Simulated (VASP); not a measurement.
## AlN: transverse stress against strain

AlN (wurtzite, P6_3mc, 10.632 Å³/atom and stress up to 0.25 GPa in the relaxed cell, c along z) under a strain ε along c (axis z), the other axes held. PBE in VASP (plane waves, PAW), 600 eV, 12×12×6 Γ-centred mesh, Gaussian smearing 0.05 eV; ions are relaxed, or left where forces stay under 0.02 eV/Å, within the symmetry of each cell. Stress is positive for a compressed cell.

Here s stands for strain and y for stress xx.

| strain (%) | stress xx (GPa) |
|---|---|
| -3.00 | ? |
| -1.50 | 1.31 |
| -1.00 | 0.75 |
| -0.50 | 0.22 |
| 0.00 | -0.25 |
| 0.50 | -0.76 |
| 1.00 | -1.21 |
| 1.50 | -1.63 |

Taking a straight line for y over the 7 complete rows: Means: s 0, y -0.224. About the means, the sum of products is -6.8600 and the sum of squares of s is 7.0000; the slope is their ratio. Least squares gives y = -0.224 - 0.9800·s. Residuals (row less fit): 0.064, -0.006, -0.046, -0.026, -0.046, -0.006, 0.064; standard error 0.051 (degrees of freedom: 5). The slope gives the elastic constant C13 = 98 ± 2 GPa (± standard error of the fit, which holds the terms cut off).

Q: Predict the withheld y at s = -3.00 from the fit, and compare with the calculation.

A: y = -0.224 - 0.9800 × (-3.0) = 2.716 GPa. The calculation gives 3.18 GPa, 0.464 GPa above the prediction (9.6 % of the range of y in the table). The row lies outside the fitted rows, so this is an extrapolation. From the scatter of the fitted rows alone, a prediction at this place has a standard error of 0.080 GPa, so the miss is 5.8 times that.

A polynomial of degree 2 through the 12 other runs of the series gives 3.15 there, so most of the miss is curvature that the fit leaves out. Rows are the converged runs of the series near zero and its far end; series whose fitted rows scatter by over a few per cent of the range, as at a crossing or softening among them, aren't shown in this form, nor equations of state whose B0' disagrees with the runs' pressures. Most that stay on the fit to the last digits aren't either.
